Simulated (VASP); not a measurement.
Method: r2SCAN meta-GGA, VASP's PBE PAW potentials (set 64) (plane waves; VASP).

The input files of a VASP run:

File KPOINTS:
```
Automatic mesh
0
Gamma
13 13 13
0 0 0
```

### POSCAR
```
ZrGe
1
    0.0000000000     2.7332059620     2.7332059620
    2.7332059620    -0.0000000000     2.7332059620
    2.7332059620     2.7332059620     0.0000000000
Ge Zr
1 1
Direct
  0.0000000000   0.0000000000   0.0000000000
  0.5000000000   0.5000000000   0.5000000000
```

**INCAR**
```
SYSTEM = ZrGe
PREC = Accurate
ENCUT = 400
EDIFF = 1E-7
NELM = 100
ALGO = Normal
LREAL = .FALSE.
LASPH = .TRUE.
ISMEAR = -5
METAGGA = R2SCAN
LMIXTAU = .TRUE.
LMAXMIX = 4
LWAVE = .FALSE.
LCHARG = .FALSE.
LORBIT = 11
NEDOS = 601
ISIF = 2
```

### KPOINTS_OPT
```
k-points along high-symmetry lines
10
Line-mode
Reciprocal
  0.000000   0.000000   0.000000 ! GAMMA
  0.500000   0.000000   0.500000 ! X

  0.500000   0.000000   0.500000 ! X
  0.625000   0.250000   0.625000 ! U

  0.375000   0.375000   0.750000 ! K
  0.000000   0.000000   0.000000 ! GAMMA

  0.000000   0.000000   0.000000 ! GAMMA
  0.500000   0.500000   0.500000 ! L

  0.500000   0.500000   0.500000 ! L
  0.500000   0.250000   0.750000 ! W

  0.500000   0.250000   0.750000 ! W
  0.500000   0.000000   0.500000 ! X
```

POTCAR, in this order: Ge_d Zr_sv (PBE.64 set). Program: vasp_std.

What VASP printed:

### OSZICAR
```
       N       E                     dE             d eps       ncg     rms          rms(c)
DAV:   1     0.167556053077E+03    0.16756E+03   -0.12726E+04  3089   0.299E+03
DAV:   2    -0.239180659800E+02   -0.19147E+03   -0.18868E+03  2897   0.533E+02
DAV:   3    -0.452419486529E+02   -0.21324E+02   -0.21127E+02  4916   0.133E+02
DAV:   4    -0.463677883574E+02   -0.11258E+01   -0.11197E+01  3749   0.239E+01
DAV:   5    -0.463956609177E+02   -0.27873E-01   -0.27775E-01  4454   0.328E+00    0.151E+01
DAV:   6    -0.377402021863E+02    0.86555E+01   -0.61217E+00  4588   0.446E+01    0.377E+00
DAV:   7    -0.386412030733E+02   -0.90100E+00   -0.96600E-01  3159   0.932E+00    0.113E+00
DAV:   8    -0.382110869818E+02    0.43012E+00   -0.10601E+00  3672   0.822E+00    0.128E+00
DAV:   9    -0.383217113055E+02   -0.11062E+00   -0.46213E-01  3047   0.519E+00    0.486E-01
DAV:  10    -0.381957408796E+02    0.12597E+00   -0.83236E-02  2965   0.232E+00    0.251E-01
DAV:  11    -0.383059002085E+02   -0.11016E+00   -0.36829E-02  2933   0.150E+00    0.194E-01
DAV:  12    -0.383377560548E+02   -0.31856E-01   -0.49448E-02  3039   0.150E+00    0.646E-02
DAV:  13    -0.383354017194E+02    0.23543E-02   -0.32841E-03  4476   0.359E-01    0.599E-02
DAV:  14    -0.383351975037E+02    0.20422E-03   -0.88139E-05  3576   0.701E-02    0.553E-02
DAV:  15    -0.383392048903E+02   -0.40074E-02   -0.23990E-03  3176   0.365E-01    0.790E-02
DAV:  16    -0.383391897069E+02    0.15183E-04   -0.48202E-04  3864   0.165E-01    0.765E-02
DAV:  17    -0.383393052881E+02   -0.11558E-03   -0.13215E-04  2985   0.103E-01    0.312E-02
DAV:  18    -0.383393761899E+02   -0.70902E-04   -0.11193E-04  3661   0.605E-02    0.145E-02
DAV:  19    -0.383393899377E+02   -0.13748E-04   -0.11784E-05  4540   0.183E-02    0.126E-02
DAV:  20    -0.383393927967E+02   -0.28590E-05   -0.52188E-06  3009   0.145E-02    0.739E-03
DAV:  21    -0.383394331243E+02   -0.40328E-04   -0.35806E-05  2955   0.348E-02    0.565E-03
DAV:  22    -0.383394164153E+02    0.16709E-04   -0.18625E-06  4293   0.958E-03    0.352E-03
DAV:  23    -0.383394312325E+02   -0.14817E-04   -0.14865E-06  2290   0.756E-03    0.770E-04
DAV:  24    -0.383394231092E+02    0.81233E-05   -0.11913E-07  2033   0.280E-03    0.809E-04
DAV:  25    -0.383394252199E+02   -0.21107E-05   -0.32378E-08  1471   0.128E-03    0.136E-04
DAV:  26    -0.383394242085E+02    0.10113E-05   -0.45925E-09  1462   0.624E-04    0.107E-04
DAV:  27    -0.383394245541E+02   -0.34560E-06   -0.33688E-09  1460   0.482E-04    0.303E-05
DAV:  28    -0.383394242708E+02    0.28337E-06   -0.14979E-09  1452   0.328E-04    0.226E-05
DAV:  29    -0.383394243519E+02   -0.81117E-07   -0.77644E-10  1451   0.197E-04
   1 F= -.38339424E+02 E0= -.38339424E+02  d E =0.000000E+00
       N       E                     dE             ncg
```

### OUTCAR
```
------------------------ aborting loop because EDIFF is reached ----------------------------------------
  FORCE on cell =-STRESS in cart. coord.  units (eV):
  Direction    XX          YY          ZZ          XY          YZ          ZX
  --------------------------------------------------------------------------------------
  Total       -0.0024137     -0.0024137     -0.0024137      0.0000000      0.0000000     -0.0000000
  in kB       -0.0946998     -0.0946998     -0.0946998      0.0000000      0.0000000     -0.0000000
  external PRESSURE =      -0.0946998 kB  Pullay stress =       0.0000000 kB
  volume of cell :       40.84
      direct lattice vectors                 reciprocal lattice vectors
     0.000000000  2.733205962  2.733205962    -0.182935354  0.182935354  0.182935354
     2.733205962  0.000000000  2.733205962     0.182935354 -0.182935354  0.182935354
     2.733205962  2.733205962  0.000000000     0.182935354  0.182935354 -0.182935354
 POSITION                                       TOTAL-FORCE (eV/Angst)
 -----------------------------------------------------------------------------------
      0.00000      0.00000      0.00000         0.000000      0.000000      0.000000
      2.73321      2.73321      2.73321        -0.000000     -0.000000     -0.000000
 -----------------------------------------------------------------------------------
    total drift:                                0.000000      0.000000      0.000000
  FREE ENERGIE OF THE ION-ELECTRON SYSTEM (eV)
  ---------------------------------------------------
  free  energy   TOTEN  =       -38.3394243519 eV

  energy  without entropy=      -38.3394243519  energy(sigma->0) =      -38.33942435

 total charge

# of ion       s       p       d       tot
------------------------------------------
    1        1.135   1.451   9.997  12.583
    2        2.143   5.981   1.599   9.723
--------------------------------------------------
tot          3.278   7.432  11.596  22.306
```
(Selected blocks of OUTCAR.)

For a metal the tetrahedron method with Blöchl corrections gives inexact stress and forces.

The structure was generated: ZrGe was put into the rocksalt type (Fm-3m), which need not be its known phase. It was relaxed first, which changed the volume by -21 %.
